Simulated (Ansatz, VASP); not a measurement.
**One calculation of ScF3, two programs**

INCAR

```
SYSTEM = ScF3
  PREC = Accurate
  ENCUT = 520
  EDIFF = 1E-8
  ISMEAR = -1
  SIGMA = 0.02
  LREAL = .FALSE.
  LASPH = .TRUE.
  NELM = 80
  ALGO = Normal
  ISIF = 2
  LWAVE = .FALSE.
  LCHARG = .FALSE.
  LEFG = .TRUE.
  NBANDS = 24
```

KPOINTS

```
regular mesh
0
G
  6 6 6
  0 0 0
```

Contents of POSCAR:

```
ScF3
1.0
    4.0124500000      0.0000000000      0.0000000000
    0.0000000000      4.0124500000      0.0000000000
    0.0000000000      0.0000000000      3.9723255000
Sc F
1 3
Direct
    0.0000000000      0.0000000000      0.0000000000
    0.5000000000      0.0000000000      0.0000000000
    0.0000000000      0.5000000000      0.0000000000
    0.0000000000      0.0000000000      0.5000000000
```

Input for Ansatz:

```yaml
crystal:
  lattice:
    - [4.01245, 0.0, 0.0]
    - [0.0, 4.01245, 0.0]
    - [0.0, 0.0, 3.9723255]
  atoms:
    - { symbol: Sc, position: [0.0, 0.0, 0.0] }
    - { symbol: F, position: [0.5, 0.0, 0.0] }
    - { symbol: F, position: [0.0, 0.5, 0.0] }
    - { symbol: F, position: [0.0, 0.0, 0.5] }
kpoints:
  mp_grid: { grid: [6, 6, 6] }
scf:
  occupations: { method: fermi_dirac, width: 0.02 }
hamiltonian:
  xc: lda
  pseudopotentials: { kind: paw }
output:
  forces: true
  stress: true
  eigenvalues: true
  efg: { contact_densities: true }
```

Change from the starting cell: zz strain of -1 %, PAW files.

Alike in both runs: task electric field gradients; functional LDA; k mesh 6 × 6 × 6; occupations fermi-dirac, width 0.02 eV; no spin polarisation.

|  | VASP | Ansatz |
| --- | --- | --- |
| version | VASP 6.6.1 | Ansatz 0.2.0 |
| potentials or method | VASP PAW LDA potentials, release 64 (Sc_sv, F) | PAW with Ansatz's default frozen-core files, scalar-relativistic |
| plane-wave cutoff (eV) | 520 | 420 |
| valence electrons in the cell | 32 | 32 |

```tsv
	VASP	Ansatz	Ansatz less VASP
gap on the k mesh at the Fermi level (eV)	6.20	6.23	+0.028
pressure (GPa)	-1.3	-2.0	-0.70
largest component of the traceless stress (GPa)	1.70	1.65	-0.050
Vzz of the field gradient on the site that differs most (V/Å²)	51.5	53.4	+1.96
```

A k mesh can miss the band edges.
